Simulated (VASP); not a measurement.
VASP input:

KPOINTS:
```
Automatic mesh
0
Gamma
6 6 4
0 0 0
```

INCAR:
```
SYSTEM = SnSe2
PREC = Accurate; ENCUT = 480; LREAL = .FALSE.
LASPH = .TRUE.
EDIFF = 1E-7; NELM = 100; ALGO = Normal
LMAXMIX = 4
ISMEAR = 0; SIGMA = 0.05
GGA = PS
ISIF = 2
LWAVE = .FALSE.; LCHARG = .FALSE.
```

POSCAR:
```
SnSe2
3.8195480
  0.5000000242  -0.8660255015   0.0000000000
  0.5000000242   0.8660255015   0.0000000000
  0.0000000000   0.0000000000   1.6380363158
Sn Se
1 2
Cartesian
  0.0000000000   0.0000000000   0.0000000000
  0.5000000242   0.2886757445   0.4148673858
  0.5000000242  -0.2886757445   1.2231689300
```

POTCAR, in this order: Sn_d Se (PBE.64 set). Program: vasp_std.

Task: Translate this PBEsol calculation to Ansatz.

Result: One equivalent input (not run):
Ansatz 0.2 input:
```yaml
crystal:
  lattice:
    - [1.9097741, -3.3078260, 0.0000000]
    - [1.9097741, 3.3078260, 0.0000000]
    - [0.0000000, 0.0000000, 6.2565583]
  atoms:
    - { symbol: Sn, position: [0.0000000, 0.0000000, 0.0000000] }
    - { symbol: Se, position: [0.3333330, 0.6666670, 0.2532712] }
    - { symbol: Se, position: [0.6666670, 0.3333330, 0.7467288] }
kpoints:
  mp_grid: { grid: [6, 6, 4] }
hamiltonian:
  xc: pbesol
  pseudopotentials: { kind: paw }
scf:
  occupations: { method: gaussian, width: 0.05 }
  max_iter: 100
output: { forces: true, stress: true, eigenvalues: true }
```
Limits of the translation: each code has its own PAW files, so the cut-off isn't converted (ENCUT is set for VASP's; basis.ecutwfc is left out, and Ansatz then takes the one that its files recommend); Ansatz stops its SCF on the density residual and VASP on the energy change (EDIFF).

The compound is SnSe2 in the 1T layered structure. It was relaxed first.
